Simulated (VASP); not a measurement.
# C: input slips in a band-gap run and what they do

Some runs for the gap of C get a fault in the input on purpose. Which of them show, and how? The starting structure is a measured crystal structure from the Crystallography Open Database. Cell and atoms stay as given unless a step says otherwise.

Method: Kohn-Sham DFT with plane waves and PAW; LDA, in VASP 6.6.1.

The database entry behind the starting cell differs from later determinations by our own check (about 0.1 % long), so it need not match the best structure at ambient conditions.

## 1. The starting structure

It takes space group Fd-3m (No. 227, cubic). Conventional cell: a = 3.572 Å, b = 3.572 Å, c = 3.572 Å, α = 90.00°, β = 90.00°, γ = 90.00°. Nearest to C lie 4 C at 1.55 Å.

## 2. Reference bands

Contents of INCAR:

```
SYSTEM = C
PREC = Accurate
ENCUT = 460
EDIFF = 1E-06
NELM = 100
ISMEAR = 0
SIGMA = 0.03
LREAL = .FALSE.
ALGO = Normal
GGA = CA
NBANDS = 16
LORBIT = 11
LWAVE = .FALSE.
LCHARG = .FALSE.
KPAR = 4
LASPH = .TRUE.
```

Contents of POSCAR:

```
C
1.0
    0.0000000000      1.7858110000      1.7858110000
    1.7858110000      0.0000000000      1.7858110000
    1.7858110000      1.7858110000      0.0000000000
C
2
Direct
    0.0000000000      0.0000000000      0.0000000000
    0.2500000000      0.2500000000      0.2500000000
```

Contents of KPOINTS:

```
Automatic mesh
0
Gamma
10 10 10
0 0 0
```

Contents of KPOINTS_OPT:

```
Line mode
10
Line-mode
Reciprocal
  0.00000000   0.00000000   0.00000000 GAMMA
  0.50000000   0.00000000   0.50000000 X

  0.50000000   0.00000000   0.50000000 X
  0.50000000   0.25000000   0.75000000 W

  0.50000000   0.25000000   0.75000000 W
  0.37500000   0.37500000   0.75000000 K

  0.37500000   0.37500000   0.75000000 K
  0.00000000   0.00000000   0.00000000 GAMMA

  0.00000000   0.00000000   0.00000000 GAMMA
  0.50000000   0.50000000   0.50000000 L

  0.50000000   0.50000000   0.50000000 L
  0.62500000   0.25000000   0.62500000 U

  0.62500000   0.25000000   0.62500000 U
  0.50000000   0.25000000   0.75000000 W

  0.50000000   0.25000000   0.75000000 W
  0.50000000   0.50000000   0.50000000 L

  0.50000000   0.50000000   0.50000000 L
  0.37500000   0.37500000   0.75000000 K

  0.62500000   0.25000000   0.62500000 U
  0.50000000   0.00000000   0.50000000 X
```

Potentials, in the order of the species: C (LDA family, release 64).

Launch:

```
mpirun -np 4 vasp_std
```

The log of the run:

```text
[banner, memory and clock lines left out]
running    4 mpi-ranks, on    1 nodes
 distrk:  each k-point on    1 cores,    4 groups
 distr:  one band on    1 cores,    1 groups

 POSCAR found type information on POSCAR C
 POSCAR found :  1 types and       2 ions
 LDA part: xc-table for (Slater(with rela. corr.)+CA(PZ))
 , standard interpolation
 POSCAR, INCAR and KPOINTS ok, starting setup
 FFT: planning ... GRIDC
 FFT: planning ... GRID_SOFT
 FFT: planning ... GRID
 WAVECAR not read
 entering main loop
       N       E                     dE             d eps       ncg     rms          rms(c)
DAV:   1    -0.151617530286E+01   -0.15162E+01   -0.41010E+03  1552   0.443E+02
DAV:   2    -0.207668559613E+02   -0.19251E+02   -0.18630E+02  2000   0.101E+02
DAV:   3    -0.210266292869E+02   -0.25977E+00   -0.25970E+00  1672   0.884E+00
DAV:   4    -0.210268285714E+02   -0.19928E-03   -0.19928E-03  2024   0.319E-01
DAV:   5    -0.210268287550E+02   -0.18364E-06   -0.18363E-06  1704   0.799E-03    0.570E+00
DAV:   6    -0.204398552651E+02    0.58697E+00   -0.20533E-01  1648   0.265E+00    0.330E+00
DAV:   7    -0.202345545912E+02    0.20530E+00   -0.26158E-01  1792   0.296E+00    0.738E-01
DAV:   8    -0.202345102721E+02    0.44319E-04   -0.10278E-02  1704   0.613E-01    0.719E-02
DAV:   9    -0.202344612235E+02    0.49049E-04   -0.56584E-05  1856   0.459E-02    0.232E-02
DAV:  10    -0.202344633466E+02   -0.21231E-05   -0.39537E-06  1856   0.124E-02    0.547E-03
DAV:  11    -0.202344631850E+02    0.16162E-06   -0.24790E-07  1112   0.285E-03
   1 F= -.20234463E+02 E0= -.20234463E+02  d E =-.719766E-69
 Start KPOINTS_OPT (optional k-point list driver)
k-point batch [1-47\100]
       N       E                     dE             ncg
DAV:   1     0.138415086014E+04   -0.12467E+05     1520
DAV:   2     0.472450280791E+03   -0.91170E+03     2016
DAV:   3     0.457937302023E+03   -0.14513E+02     1720
DAV:   4     0.457925774243E+03   -0.11528E-01     1992
DAV:   5     0.457925763882E+03   -0.10361E-04     1736
DAV:   6     0.457925763871E+03   -0.10316E-07     1568
[...]
k-point batch [95-100\100]
       N       E                     dE             ncg
DAV:   1     0.178723444539E+05   -0.27645E+04      208
DAV:   2     0.177516687594E+05   -0.12068E+03      256
DAV:   3     0.177503546906E+05   -0.13141E+01      208
DAV:   4     0.177503538782E+05   -0.81240E-03      272
DAV:   5     0.177503538776E+05   -0.61658E-06      208
```

Run time: 5.4 s. Hardware: 4 MPI ranks of Intel Xeon Platinum 8488C (Sapphire Rapids), shared host; peak memory 0.44 GiB; 17 s of CPU time.

The logs omit lines about the potential files and the build; timing stands in the text.

OUTCAR, selected parts (step 2):

```text
ion  position               nearest neighbor table
   1  0.000  0.000  0.000-   2 1.55   2 1.55   2 1.55   2 1.55
   2  0.250  0.250  0.250-   1 1.55   1 1.55   1 1.55   1 1.55

  LATTYP: Found a face centered cubic cell.
 ALAT       =     3.5716220000

 Subroutine GETGRP returns: Found 48 space group operations
 (whereof 24 operations were pure point group operations)

The static configuration has the point symmetry T_d .
 The point group associated with its full space group is O_h .

 Found     47 irreducible k-points:

   k-points           NKPTS =     47   k-points in BZ     NKDIM =     47   number of bands    NBANDS=     16

   dimension x,y,z NGX =    18 NGY =   18 NGZ =   18
   dimension x,y,z NGXF=    36 NGYF=   36 NGZF=   36

   ENCUT  =  460.0 eV  33.81 Ry    5.81 a.u.   4.42  4.42  4.42*2*pi/ulx,y,z

   NELECT =       8.0000    total number of electrons

 k-points in reciprocal lattice and weights: Automatic mesh
   0.00000000  0.00000000  0.00000000       0.001
   0.10000000  0.00000000  0.00000000       0.008
   0.20000000  0.00000000  0.00000000       0.008
   0.30000000  0.00000000  0.00000000       0.008
   0.40000000  0.00000000  0.00000000       0.008
   0.50000000  0.00000000  0.00000000       0.004
   0.10000000  0.10000000  0.00000000       0.006
   0.20000000  0.10000000  0.00000000       0.024
   0.30000000  0.10000000  0.00000000       0.024
[...]
-0.30000000  0.40000000  0.20000000       0.024
  -0.30000000  0.50000000  0.20000000       0.012

 average (electrostatic) potential at core
       1 -49.5668       2 -49.5668

 E-fermi :  10.0302

 k-point     1 :       0.0000    0.0000    0.0000
  band No.  band energies     occupation
      1     -11.5998      2.00000
      2       9.6636      2.00000
      3       9.6636      2.00000
      4       9.6636      2.00000
      5      15.1999      0.00000
      6      15.1999      0.00000
      7      15.1999      0.00000
      8      23.1265      0.00000
      9      28.6142      0.00000
    ...

 k-point     2 :       0.1000    0.0000    0.0000
  band No.  band energies     occupation
      1     -11.3241      2.00000
      2       8.0126      2.00000
      3       9.2205      2.00000
      4       9.2205      2.00000
      5      15.7796      0.00000
      6      15.7796      0.00000
      7      16.1405      0.00000
      8      23.3207      0.00000
      9      29.0453      0.00000
    ...

 k-point     3 :       0.2000    0.0000    0.0000
  band No.  band energies     occupation
      1     -10.5016      2.00000
      2       4.8437      2.00000
      3       8.3511      2.00000
      4       8.3511      2.00000
      5      16.8953      0.00000
      6      16.8953      0.00000
      7      17.3852      0.00000
      8      23.8586      0.00000
      9      29.7914      0.00000
    ...

  Total       -0.9652391     -0.9652391     -0.9652391     -0.0000000      0.0000000      0.0000000
  in kB     -135.7716201   -135.7716201   -135.7716201     -0.0000000      0.0000000      0.0000000
  external PRESSURE =    -135.7716201 kB  Pullay stress =       0.0000000 kB

  energy-cutoff  :      460.00
  volume of cell :       11.39
      direct lattice vectors                 reciprocal lattice vectors
     0.000000000  1.785811000  1.785811000    -0.279984836  0.279984836  0.279984836
     1.785811000  0.000000000  1.785811000     0.279984836 -0.279984836  0.279984836
     1.785811000  1.785811000  0.000000000     0.279984836  0.279984836 -0.279984836

 POSITION                                       TOTAL-FORCE (eV/Angst)
 -----------------------------------------------------------------------------------
      0.00000      0.00000      0.00000        -0.000000     -0.000000     -0.000000
      0.89291      0.89291      0.89291         0.000000      0.000000      0.000000
 -----------------------------------------------------------------------------------
    total drift:                               -0.000000     -0.000000     -0.000000

  FREE ENERGIE OF THE ION-ELECTRON SYSTEM (eV)
  ---------------------------------------------------
  free  energy   TOTEN  =       -20.2344631850 eV

  energy  without entropy=      -20.2344631850  energy(sigma->0) =      -20.23446318

 total charge
# of ion       s       p       d       tot
------------------------------------------
    1        0.820   1.749   0.000   2.569
    2        0.820   1.749   0.000   2.569
--------------------------------------------------
tot          1.640   3.498   0.000   5.138

[... 3 further parts left out ...]
```

At this level the cell is under a tension of 13.6 GPa, so at these settings it is away from equilibrium.

The reference gap is 4.104 eV.

## 3. Bands with a k mesh far too coarse and no band path

A slip made on purpose: a k mesh far too coarse and no band path. Against step 2 the input has a 3×3×3 mesh and no band path (also changed: NELM, NBANDS, KPAR and NCORE).

Contents of INCAR:

```
SYSTEM = C
PREC = Accurate
ENCUT = 460
EDIFF = 1E-06
NELM = 60
ISMEAR = 0
SIGMA = 0.03
LREAL = .FALSE.
ALGO = Normal
GGA = CA
NBANDS = 10
LORBIT = 11
LWAVE = .FALSE.
LCHARG = .FALSE.
KPAR = 2
NCORE = 2
LASPH = .TRUE.
```

POSCAR is that of step 2.

Contents of KPOINTS:

```
Automatic mesh
0
Gamma
3 3 3
0 0 0
```

Launch:

```
mpirun -np 4 vasp_std
```

The log of the run:

```text
[banner, memory and clock lines left out]
running    4 mpi-ranks, on    1 nodes
[...]
LDA part: xc-table for (Slater(with rela. corr.)+CA(PZ))
 , standard interpolation
 POSCAR, INCAR and KPOINTS ok, starting setup
[...]
entering main loop
       N       E                     dE             d eps       ncg     rms          rms(c)
DAV:   1     0.472981392134E+00    0.47298E+00   -0.45714E+03    88   0.721E+02
DAV:   2    -0.201450398690E+02   -0.20618E+02   -0.19965E+02   100   0.121E+02
DAV:   3    -0.205541261472E+02   -0.40909E+00   -0.40574E+00    86   0.144E+01
DAV:   4    -0.205550361682E+02   -0.91002E-03   -0.91000E-03    88   0.795E-01
[...]
DAV:   9    -0.196617542608E+02   -0.51747E-05   -0.30733E-05    98   0.531E-02    0.165E-02
DAV:  10    -0.196617553407E+02   -0.10799E-05   -0.70144E-07    72   0.731E-03    0.428E-03
DAV:  11    -0.196617552718E+02    0.68847E-07   -0.74306E-08    48   0.221E-03
   1 F= -.19661755E+02 E0= -.19661755E+02  d E =-.732173E-19
```

Elapsed: 1.6 s, on 4 MPI ranks; peak memory 0.37 GiB; 2.2 s of CPU time.

Parts of OUTCAR (step 3):

```text
  Total       -0.6313714     -0.6313714     -0.6313714      0.0000000      0.0000000     -0.0000000
  in kB      -88.8094132    -88.8094132    -88.8094132      0.0000000      0.0000000     -0.0000000
  external PRESSURE =     -88.8094132 kB  Pullay stress =       0.0000000 kB

 POSITION                                       TOTAL-FORCE (eV/Angst)
 -----------------------------------------------------------------------------------
      0.00000      0.00000      0.00000         0.000000      0.000000      0.000000
      0.89291      0.89291      0.89291        -0.000000     -0.000000     -0.000000
 -----------------------------------------------------------------------------------
    total drift:                               -0.000000     -0.000000     -0.000000

  FREE ENERGIE OF THE ION-ELECTRON SYSTEM (eV)
  ---------------------------------------------------
  free  energy   TOTEN  =       -19.6617552718 eV

  energy  without entropy=      -19.6617552718  energy(sigma->0) =      -19.66175527

[... 1 part as in an earlier step ...]

[... 2 further parts left out ...]
[key lines of the parts left out:]
E-fermi :   9.9532
```

With a k mesh far too coarse and no band path the gap is 4.058 eV, -0.046 eV from the reference, read on the mesh alone.

## 4. Bands with no empty bands

A slip made on purpose: no empty bands. Against step 2 the input has NBANDS = 4 and no band path (also changed: NELM).

INCAR, as its differences from that of step 3:

```diff
@@ -10,3 +10,3 @@
 GGA = CA
-NBANDS = 10
+NBANDS = 4
 LORBIT = 11
@@ -14,4 +14,3 @@
 LCHARG = .FALSE.
-KPAR = 2
-NCORE = 2
+KPAR = 4
 LASPH = .TRUE.
```

POSCAR is that of step 3.

Contents of KPOINTS:

```
Automatic mesh
0
Gamma
10 10 10
0 0 0
```

Launch:

```
mpirun -np 4 vasp_std
```

The log of the run:

```text
[... set-up lines as in an earlier step ...]
 entering main loop
       N       E                     dE             d eps       ncg     rms          rms(c)
DAV:   1     0.322153479743E+02    0.32215E+02   -0.43507E+03   376   0.179E+03
DAV:   2    -0.201491390715E+02   -0.52364E+02   -0.52364E+02   620   0.269E+02
DAV:   3    -0.210007245087E+02   -0.85159E+00   -0.85159E+00   380   0.519E+01
DAV:   4    -0.210260939942E+02   -0.25369E-01   -0.25369E-01   452   0.627E+00
[...]
DAV:  10    -0.202344670417E+02   -0.53095E-05   -0.34048E-05   376   0.985E-02    0.121E-02
DAV:  11    -0.202344632319E+02    0.38098E-05   -0.90810E-06   376   0.477E-02    0.110E-03
DAV:  12    -0.202344631902E+02    0.41749E-07   -0.10737E-07   188   0.582E-03
 -----------------------------------------------------------------------------
|                                                                             |
|           W    W    AA    RRRRR   N    N  II  N    N   GGGG   !!!           |
|           W    W   A  A   R    R  NN   N  II  NN   N  G    G  !!!           |
|           W    W  A    A  R    R  N N  N  II  N N  N  G       !!!           |
|           W WW W  AAAAAA  RRRRR   N  N N  II  N  N N  G  GGG   !            |
|           WW  WW  A    A  R   R   N   NN  II  N   NN  G    G                |
|           W    W  A    A  R    R  N    N  II  N    N   GGGG   !!!           |
|                                                                             |
|     Your highest band is occupied at some k-points! Unless you are          |
|     performing a calculation for an insulator or semiconductor, without     |
|     unoccupied bands, you have included TOO FEW BANDS!! Please increase     |
|     the parameter NBANDS in file INCAR to ensure that the highest band      |
|     is unoccupied at all k-points. It is always recommended to include      |
|     a few unoccupied bands to accelerate the convergence of                 |
|     molecular-dynamics runs (even for insulators or semiconductors),        |
|     since the presence of unoccupied bands improves wavefunction            |
|     prediction and helps to suppress 'band-crossings'.                      |
|                                                                             |
 -----------------------------------------------------------------------------

   1 F= -.20234463E+02 E0= -.20234463E+02  d E =-.651268E-12
```

Elapsed: 1.8 s, on 4 MPI ranks; peak memory 0.4 GiB.

From OUTCAR (step 4):

```text
  Total       -0.9647299     -0.9647299     -0.9647299     -0.0000000      0.0000000      0.0000000
  in kB     -135.6999998   -135.6999998   -135.6999998     -0.0000000      0.0000000      0.0000000
  external PRESSURE =    -135.6999998 kB  Pullay stress =       0.0000000 kB

  FREE ENERGIE OF THE ION-ELECTRON SYSTEM (eV)
  ---------------------------------------------------
  free  energy   TOTEN  =       -20.2344631902 eV

  energy  without entropy=      -20.2344631902  energy(sigma->0) =      -20.23446319

[... 2 parts as in an earlier step ...]

[... 2 further parts left out ...]
[key lines of the parts left out:]
E-fermi :   9.7914
```

The run converges, yet it holds no empty band, so no gap can be read from it.

[end of part 1 of 2]

[Lines on the potential files, build, host, timing and source positions are cut from VASP's logs without a mark.]

[Logs are printed without paths, hosts, clocks, repeated set-up lines and the standing remarks that a program may print on its own settings, such as how far it seeks lower states.]

[Hosts, paths, dates, database ids (printed as entryN), source tags and the programs' standing remarks are cut or masked in the printed files.]
